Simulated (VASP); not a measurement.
Lu3AlN4:

```xyz
8
Lattice="3.3238 0.0000 0.0000 0.0000 3.3238 0.0000 0.0000 0.0000 9.3332" Properties=species:S:1:pos:R:3 pbc="T T T"
Lu    1.6619    1.6619    6.9769
Lu    0.0000    0.0000    4.6666
Lu    1.6619    1.6619    2.3563
Al    0.0000    0.0000    0.0000
N     0.0000    0.0000    2.3492
N     1.6619    1.6619    0.0000
N     0.0000    0.0000    6.9840
N     1.6619    1.6619    4.6666
```

The cell was built by a generator and needn't be a form met in nature.

- Program: VASP 6.6.1
- Task: relaxation of cell and atoms
- Functional: PBE
- Potentials or basis: VASP PAW PBE potentials, release 64 (Lu, Al, N)
- Cutoff: 520 eV
- k mesh: 4 × 4 × 2
- Occupations: gaussian, width 0.15 eV
- Spin: no spin polarisation

At the start: pressure -2.6 GPa; volume 12.89 Å³/atom.

Task: How do energy, volume and symmetry change on relaxing?

Result: Over 13 steps the energy falls by 53.9 meV/atom and the volume is 12.64 Å³/atom (-1.9 %); space group P4/mmm (No. 123, to 0.05 Å).

Step by step:
| step | energy change (eV) | largest force (eV/Å) | pressure (GPa) | volume (Å³) |
| --- | --- | --- | --- | --- |
| 1 | 0.0000 | 1.4029 | -2.57 | 103.11 |
| 2 | -0.2183 | 1.0233 | -1.28 | 100.06 |
| 3 | -0.1672 | 1.1943 | 6.39 | 96.52 |
| 4 | -0.2405 | 1.1233 | 5.98 | 98.26 |
| 5 | -0.2428 | 1.0923 | 4.98 | 98.91 |
| 6 | -0.3564 | 0.8008 | 1.50 | 100.50 |
| 7 | -0.3875 | 0.6615 | -0.46 | 101.88 |
| 8 | -0.3879 | 0.7269 | -0.20 | 102.07 |
| 9 | -0.4223 | 0.1469 | -2.18 | 102.09 |
| 10 | -0.4240 | 0.0880 | -2.07 | 102.10 |
| 11 | -0.4274 | 0.1452 | 1.04 | 100.33 |
| 12 | -0.4308 | 0.0992 | -0.01 | 101.11 |
| 13 | -0.4311 | 0.0795 | -0.49 | 101.14 |

Final structure:
```xyz
8
Lattice="3.3206 0.0000 0.0000 0.0000 3.3206 0.0000 0.0000 0.0000 9.1728" Properties=species:S:1:pos:R:3 pbc="T T T"
Lu    1.6603    1.6603    6.9943
Lu    0.0000    0.0000    4.5864
Lu    1.6603    1.6603    2.1785
Al    0.0000    0.0000    0.0000
N     0.0000    0.0000    2.1096
N     1.6603    1.6603    0.0000
N     0.0000    0.0000    7.0631
N     1.6603    1.6603    4.5864
```

Caveat: the k mesh is coarse (spacing up to 0.47 Å⁻¹), so the values aren't converged.
